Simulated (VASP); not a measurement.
These are MS2 meta-GGA, VASP's PBE PAW potentials (set 64) (plane waves; VASP 6.6.1) values and carry that method's errors.

VASP input:

POSCAR:
```
AlN
1
   -0.0000000000     2.1814306042     2.1814306042
    2.1814306042     0.0000000000     2.1814306042
    2.1814306042     2.1814306042     0.0000000000
Al N
1 1
Direct
  0.0000000000   0.0000000000   0.0000000000
  0.2500000000   0.2500000000   0.2500000000
```

File KPOINTS_OPT:
```
k-points along high-symmetry lines
10
Line-mode
Reciprocal
  0.000000   0.000000   0.000000 ! GAMMA
 -0.500000  -0.500000   0.000000 ! X

 -0.500000  -0.500000   0.000000 ! X
 -0.375000  -0.375000   0.250000 ! U

 -0.375000  -0.000000   0.375000 ! K
  0.000000   0.000000   0.000000 ! GAMMA

  0.000000   0.000000   0.000000 ! GAMMA
 -0.000000  -0.000000   0.500000 ! L

 -0.000000  -0.000000   0.500000 ! L
 -0.500000  -0.250000   0.250000 ! W

 -0.500000  -0.250000   0.250000 ! W
 -0.500000  -0.500000   0.000000 ! X
```

**INCAR**
```
SYSTEM = AlN
PREC = Accurate
ENCUT = 520
EDIFF = 1E-7
NELM = 100
ALGO = Normal
LREAL = .FALSE.
LASPH = .TRUE.
ISMEAR = -5
METAGGA = MS2
LMIXTAU = .TRUE.
LWAVE = .FALSE.
LCHARG = .FALSE.
LORBIT = 11
NEDOS = 601
ISIF = 2
```

File KPOINTS:
```
Automatic mesh
0
gamma
  12 12 12
```

POTCAR, in this order: Al N (PBE.64 set). Program: vasp_std.

Problem. What does the run give for the energy per atom (σ→0), band gap (over mesh and band path)?

Solution. 
```json
{
 "energy per atom (σ→0)": "-10.507 eV/atom",
 "band gap (over mesh and band path)": "3.66 eV"
}
```

File OSZICAR:
```
...
DAV:  19    -0.210139989818E+02    0.28685E-05   -0.55620E-07  1168   0.835E-03    0.163E-03
DAV:  20    -0.210139971355E+02    0.18463E-05   -0.12783E-07  1168   0.453E-03    0.396E-04
DAV:  21    -0.210139963065E+02    0.82899E-06   -0.97265E-09   584   0.163E-03    0.579E-04
DAV:  22    -0.210139946480E+02    0.16586E-05   -0.21358E-08   600   0.185E-03    0.241E-04
DAV:  23    -0.210139949290E+02   -0.28101E-06   -0.26354E-09   584   0.716E-04    0.191E-04
DAV:  24    -0.210139949049E+02    0.24058E-07   -0.25797E-10   600   0.194E-04
   1 F= -.21013995E+02 E0= -.21013995E+02  d E =0.000000E+00
       N       E                     dE             ncg
```

The compound is AlN in the zinc blende structure, a metastable form; wurtzite is the usual one. It was relaxed first.
